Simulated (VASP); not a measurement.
## Li(111): what the settings do to the level below the vacuum

How far does the level below the vacuum of Li(111) depend on the numerical settings, and how far on the functional?

Method: PBEsol; plane waves and PAW (Li), in the first sound run; inputs show where later runs differ, in VASP 6.6.1.

## Step 1: Starting point

The cell holds 11 atoms: 11 Li. Cell: a = 4.936 Å, b = 4.936 Å, c = 28.075 Å, α = 90.0°, β = 90.0°, γ = 60.0°. Vacuum lies along c.

Structure file:

```xyz
11
Lattice="4.9356 0.0000 0.0000 2.4678 4.2744 0.0000 0.0000 0.0000 28.0748" Properties=species:S:1:pos:R:3
Li    4.9356    2.8496    9.0000
Li    0.0000    0.0000   10.0075
Li    2.4678    1.4248   11.0150
Li    4.9356    2.8496   12.0224
Li    0.0000    0.0000   13.0299
Li    2.4678    1.4248   14.0374
Li    4.9356    2.8496   15.0449
Li    0.0000    0.0000   16.0523
Li    2.4678    1.4248   17.0598
Li    4.9356    2.8496   18.0673
Li    0.0000    0.0000   19.0748
```

## Step 2: The base run

The base run sets the number that all others are held against.

INCAR

```
SYSTEM = Li
PREC = Normal
ENCUT = 350
EDIFF = 1E-06
NELM = 120
ISMEAR = 1
SIGMA = 0.1
LREAL = .FALSE.
ALGO = Normal
GGA = PS
NBANDS = 16
LORBIT = 11
LWAVE = .FALSE.
LCHARG = .FALSE.
KPAR = 4
IDIPOL = 3
LDIPOL = .TRUE.
DIPOL = 0.5 0.5 0.5
LVHAR = .TRUE.
LVACPOTAV = .TRUE.
NEDOS = 1500
```

POSCAR

```
Li
1.0
    4.9356053327      0.0000000000      0.0000000000
    2.4678026663      4.2743596012      0.0000000000
    0.0000000000      0.0000000000     28.0747621974
Li
11
Direct
    0.6666666667      0.6666666667      0.3205726174
    0.0000000000      0.0000000000      0.3564580939
    0.3333333333      0.3333333333      0.3923435704
    0.6666666667      0.6666666667      0.4282290470
    0.0000000000      0.0000000000      0.4641145235
    0.3333333333      0.3333333333      0.5000000000
    0.6666666667      0.6666666667      0.5358854765
    0.0000000000      0.0000000000      0.5717709530
    0.3333333333      0.3333333333      0.6076564296
    0.6666666667      0.6666666667      0.6435419061
    0.0000000000      0.0000000000      0.6794273826
```

KPOINTS

```
Automatic mesh
0
Gamma
6 6 1
0 0 0
```

PAW data sets: Li (PBE family, release 64).

Command:

```
mpirun -np 4 vasp_std
```

What it wrote:

```text
[banner, memory and clock lines left out]
running    4 mpi-ranks, on    1 nodes
 distrk:  each k-point on    1 cores,    4 groups
 distr:  one band on    1 cores,    1 groups

 POSCAR found type information on POSCAR Li
 POSCAR found :  1 types and      11 ions
|                                                                             |
|               ----> ADVICE to this user running VASP <----                  |
|                                                                             |
|     You enforced a specific xc type in the INCAR file but a different       |
|     [... a line on the potential file left out ...]
|     I HOPE YOU KNOW WHAT YOU ARE DOING!                                     |
|                                                                             |

 LDA part: xc-table for (Slater+PW92), standard interpolation
 POSCAR, INCAR and KPOINTS ok, starting setup
 FFT: planning ... GRIDC
 FFT: planning ... GRID_SOFT
 FFT: planning ... GRID
 WAVECAR not read
 entering main loop
       N       E                     dE             d eps       ncg     rms          rms(c)
DAV:   1    -0.547706907476E+01   -0.54771E+01   -0.18534E+03   224   0.274E+02
DAV:   2    -0.212873146860E+02   -0.15810E+02   -0.14528E+02   336   0.442E+01
DAV:   3    -0.222195540009E+02   -0.93224E+00   -0.92137E+00   304   0.110E+01
DAV:   4    -0.222647771537E+02   -0.45223E-01   -0.45217E-01   368   0.274E+00
DAV:   5    -0.222662479406E+02   -0.14708E-02   -0.14708E-02   336   0.420E-01    0.222E+00
DAV:   6    -0.204120905495E+02    0.18542E+01   -0.52662E+00   240   0.439E+00    0.131E+00
DAV:   7    -0.201929652663E+02    0.21913E+00   -0.91834E-01   304   0.205E+00    0.696E-01
DAV:   8    -0.200233244708E+02    0.16964E+00   -0.31171E-01   312   0.131E+00    0.316E-01
DAV:   9    -0.200220156403E+02    0.13088E-02   -0.76282E-02   272   0.694E-01    0.161E-01
DAV:  10    -0.200084282363E+02    0.13587E-01   -0.49193E-02   312   0.466E-01    0.119E-01
DAV:  11    -0.200129114025E+02   -0.44832E-02   -0.68194E-03   264   0.194E-01    0.451E-02
DAV:  12    -0.200155636933E+02   -0.26523E-02   -0.24797E-03   272   0.119E-01    0.300E-02
DAV:  13    -0.200175545344E+02   -0.19908E-02   -0.13245E-03   256   0.798E-02    0.191E-02
DAV:  14    -0.200181261423E+02   -0.57161E-03   -0.44411E-04   288   0.528E-02    0.899E-03
DAV:  15    -0.200186537670E+02   -0.52762E-03   -0.21098E-04   224   0.355E-02    0.366E-03
DAV:  16    -0.200187041854E+02   -0.50418E-04   -0.18423E-05   272   0.133E-02    0.247E-03
DAV:  17    -0.200187366351E+02   -0.32450E-04   -0.14194E-05   264   0.840E-03    0.792E-04
DAV:  18    -0.200187410020E+02   -0.43669E-05   -0.10254E-06   304   0.287E-03    0.704E-04
DAV:  19    -0.200187644585E+02   -0.23456E-04   -0.19828E-06   264   0.255E-03    0.338E-04
DAV:  20    -0.200187697059E+02   -0.52474E-05   -0.34705E-07   272   0.118E-03    0.196E-04
DAV:  21    -0.200187751343E+02   -0.54284E-05   -0.51080E-07   208   0.102E-03    0.432E-05
DAV:  22    -0.200187753589E+02   -0.22456E-06   -0.10665E-08   280   0.317E-04
|                                                                             |
|           W    W    AA    RRRRR   N    N  II  N    N   GGGG   !!!           |
|           W    W   A  A   R    R  NN   N  II  NN   N  G    G  !!!           |
|           W    W  A    A  R    R  N N  N  II  N N  N  G       !!!           |
|           W WW W  AAAAAA  RRRRR   N  N N  II  N  N N  G  GGG   !            |
|           WW  WW  A    A  R   R   N   NN  II  N   NN  G    G                |
|           W    W  A    A  R    R  N    N  II  N    N   GGGG   !!!           |
|                                                                             |
|     Did not find any points to average over, which means that no vacuum     |
|     field-free region was found. Please increase the size of  your cell     |
|     in the dimension of the dipole correction to obtain accurate            |
|     workfunction values.                                                    |
|                                                                             |

   1 F= -.20018775E+02 E0= -.20018471E+02  d E =-.911877E-03
```

Elapsed: 11 s, on 4 MPI ranks of Intel Xeon 6975P-C (Granite Rapids), shared host; peak memory 1 GiB; 43 s of CPU time.

The logs omit lines about the potential files and the build; timing stands in the text.

Parts of OUTCAR (step 2):

```text
ion  position               nearest neighbor table
   1  0.667  0.667  0.321-   2 3.02   2 3.02   2 3.02   4 3.02
   2  0.000  0.000  0.356-   1 3.02   3 3.02   1 3.02   3 3.02   1 3.02   3 3.02   5 3.02
   3  0.333  0.333  0.392-   2 3.02   2 3.02   2 3.02   4 3.02   4 3.02   6 3.02   4 3.02
   4  0.667  0.667  0.428-   7 3.02   5 3.02   5 3.02   5 3.02   3 3.02   3 3.02   1 3.02   3 3.02

  LATTYP: Found a hexagonal cell.
 ALAT       =     4.9356053327
 C/A-ratio  =     5.6882105243

 Subroutine GETGRP returns: Found 12 space group operations
 (whereof  6 operations were pure point group operations)

The static configuration has the point symmetry C_3v.
 The point group associated with its full space group is D_3d.

 Found      7 irreducible k-points:

   k-points           NKPTS =      7   k-points in BZ     NKDIM =      7   number of bands    NBANDS=     16

   dimension x,y,z NGX =    24 NGY =   24 NGZ =  128
   dimension x,y,z NGXF=    48 NGYF=   48 NGZF=  256

   ENCUT  =  350.0 eV  25.72 Ry    5.07 a.u.   7.53  7.53 42.83*2*pi/ulx,y,z

   NELECT =      11.0000    total number of electrons

 k-points in reciprocal lattice and weights: Automatic mesh
   0.00000000  0.00000000  0.00000000       0.028
   0.16666667  0.00000000  0.00000000       0.167
   0.33333333  0.00000000  0.00000000       0.167
   0.50000000  0.00000000  0.00000000       0.083
   0.33333333  0.16666667  0.00000000       0.167
   0.50000000  0.16666667  0.00000000       0.333
  -0.33333333  0.33333333  0.00000000       0.056

 dipolmoment           0.000000      0.000000      0.000000 electrons x Angstroem

 average (electrostatic) potential at core
       1 -33.3029       2 -32.5980       3 -32.2551       4 -32.1430       5 -32.1923
       6 -32.1874       7 -32.1923       8 -32.1430       9 -32.2551      10 -32.5980
      11 -33.3029

 E-fermi :  -1.4449

 k-point     1 :       0.0000    0.0000    0.0000
  band No.  band energies     occupation
      1      -4.8590      2.00000
      2      -4.3712      2.00000
      3      -3.5552      2.00000
      4      -2.5552      2.00000
      5      -1.5358      2.02590
      6      -0.4456     -0.00000
      7       0.6681      0.00000
      8       0.9109      0.00000
      9       0.9109      0.00000
     10       0.9927      0.00000
    ...

 k-point     2 :       0.1667    0.0000    0.0000
  band No.  band energies     occupation
      1      -4.6856      2.00000
      2      -4.1967      2.00000
      3      -3.3787      2.00000
      4      -2.3761      2.00000
      5      -1.3654      0.02280
      6      -0.5949     -0.00000
      7      -0.3616     -0.00000
      8      -0.1617     -0.00000
      9      -0.0163     -0.00000
    ...

 k-point     3 :       0.3333    0.0000    0.0000
  band No.  band energies     occupation
    ...
      2      -3.6732      2.00000
      3      -2.8522      2.00000
      4      -2.0931      2.00000
      5      -1.8523      2.00000
      6      -1.5921      2.05776
      7      -1.0182     -0.00000
      8      -0.8326     -0.00000
      9      -0.5960     -0.00000
     10      -0.2304     -0.00000
     11       0.1999     -0.00000
    ...

  Total       -1.2504381     -1.2504381     -1.2203617      0.0000000      0.0000000      0.0000000
  in kB       -3.3825576     -3.3825576     -3.3011980      0.0000000      0.0000000      0.0000000
  external PRESSURE =      -3.3554377 kB  Pullay stress =       0.0000000 kB

  energy-cutoff  :      350.00
  volume of cell :      592.28
      direct lattice vectors                 reciprocal lattice vectors
     4.935605333  0.000000000  0.000000000     0.202609393 -0.116976588  0.000000000
     2.467802666  4.274359601  0.000000000     0.000000000  0.233953175  0.000000000
     0.000000000  0.000000000 28.074762197     0.000000000  0.000000000  0.035619180

 POSITION                                       TOTAL-FORCE (eV/Angst)
 -----------------------------------------------------------------------------------
      4.93561      2.84957      9.00000        -0.000000      0.000000      0.044791
      0.00000      0.00000     10.00748         0.000000      0.000000      0.206531
      2.46780      1.42479     11.01495         0.000000      0.000000     -0.093788
      4.93561      2.84957     12.02243         0.000000      0.000000     -0.087503
      0.00000      0.00000     13.02990         0.000000      0.000000      0.010298
      2.46780      1.42479     14.03738         0.000000      0.000000      0.000000
      4.93561      2.84957     15.04486         0.000000      0.000000     -0.010298
      0.00000      0.00000     16.05233         0.000000     -0.000000      0.087503
      2.46780      1.42479     17.05981         0.000000      0.000000      0.093788
      4.93561      2.84957     18.06729        -0.000000     -0.000000     -0.206531
      0.00000      0.00000     19.07476         0.000000      0.000000     -0.044791
 -----------------------------------------------------------------------------------
    total drift:                                0.000000      0.000000      0.000000

  FREE ENERGIE OF THE ION-ELECTRON SYSTEM (eV)
  ---------------------------------------------------
  free  energy   TOTEN  =       -20.0187753589 eV

  energy  without entropy=      -20.0178634820  energy(sigma->0) =      -20.01847140

 vacuum level on the upper side and lower side of the slab         1.333         1.333

 total charge
# of ion       s       p       d       tot
------------------------------------------
    1        0.106   0.051   0.000   0.157
    2        0.115   0.079   0.000   0.194
    3        0.106   0.092   0.000   0.198
    4        0.109   0.097   0.000   0.206
    5        0.109   0.095   0.000   0.204
    6        0.108   0.097   0.000   0.205
    7        0.109   0.095   0.000   0.204
    8        0.109   0.097   0.000   0.206
    9        0.106   0.092   0.000   0.198
   10        0.115   0.079   0.000   0.194
   11        0.106   0.051   0.000   0.157
--------------------------------------------------
tot          1.198   0.924   0.000   2.122

[... 3 further parts left out ...]
```

This run has no spin polarisation. Its electron count is odd, so without a moment it is a metal by construction. The PAW data sets were made with PBE, which is usual practice but a small mismatch for other functionals.

Numbers from this step:

| Item | Value |
| --- | --- |
| electronic cycles | 22 |
| electrons | 11 |
| free energy (TOTEN) | -20.02 eV |
| energy at zero smearing | -20.02 eV |
| Fermi energy | -1.445 eV |
| labelled metallic, from the levels on this mesh | yes |
| dipole moment | 0, 0, 0 e·Å |
| vacuum levels | 1.333, 1.333 eV |
| work functions of the upper and lower face | 2.778, 2.778 eV |
| highest filled level below the vacuum | 2.778 eV |

Zero at the Fermi level. Table of planar average of the electrostatic potential by height:

```csv
height (Å),planar average of the electrostatic potential (eV)
0,2.78
1,2.78
2,2.78
3,2.78
4,2.78
5,2.77
6,2.75
7,2.61
8,1.84
9,-0.535
10,-0.645
11,-0.463
12,-0.444
13,-0.444
14,-0.465
15,-0.444
16,-0.441
17,-0.458
18,-0.618
19,-0.593
20,1.71
21,2.59
22,2.75
23,2.77
24,2.78
25,2.78
26,2.78
27,2.78
```

Density of states in the PAW spheres, an atom over height of the layer and energy from the Fermi level.

Ten even steps from '0' (0.000 states/eV) to '9' (0.137 states/eV), each cell a mean:
```
68766566786
88789998788
44455655444
78776667787
34455655443
45443334454
23334443332
23333233332
12333333321
00111111100
00000000000
00000000000
00000000000
00000000000
00000000000
00000000000
00000000000
00000000000
00000000000
00000000000
00000000000
00000000000
```
Columns: height of the layer (Å) from 9 to 19.1; rows upwards: energy from the Fermi level (eV) from -7.9 to 0.5.

Force by atom:

```csv
atom,x (eV/Å),y (eV/Å),z (eV/Å),size
Li1,0.000,0.000,0.045,0.045
Li2,0.000,0.000,0.207,0.207
Li3,0.000,0.000,-0.094,0.094
Li4,0.000,0.000,-0.088,0.088
Li5,0.000,0.000,0.010,0.010
Li6,0.000,0.000,0.000,0.000
Li7,0.000,0.000,-0.010,0.010
Li8,0.000,0.000,0.088,0.088
Li9,0.000,0.000,0.094,0.094
Li10,0.000,0.000,-0.207,0.207
Li11,0.000,0.000,-0.045,0.045
```

The highest filled level lies 2.78 eV below the vacuum at the upper face.

Only the dipole across the slab is computed (IDIPOL = 3); zeros along the plane are no results.

The map of layer states is cut here 0.5 eV above the Fermi level, so it leaves out the states above that.

(Part 1 of 5 ends here.)

[Lines on the potential files, build, host, timing and source positions are cut from VASP's logs without a mark.]

[Logs are printed without paths, hosts, clocks, repeated set-up lines and the standing remarks that a program may print on its own settings, such as how far it seeks lower states.]

[Hosts, paths, dates, database ids (printed as entryN), source tags and the programs' standing remarks are cut or masked in the printed files.]

[In band tables of VASP the shares of atoms and orbitals are scaled to a sum of 1 inside the atoms' spheres.]

[Runs that stopped without an error message from VASP are left out.]
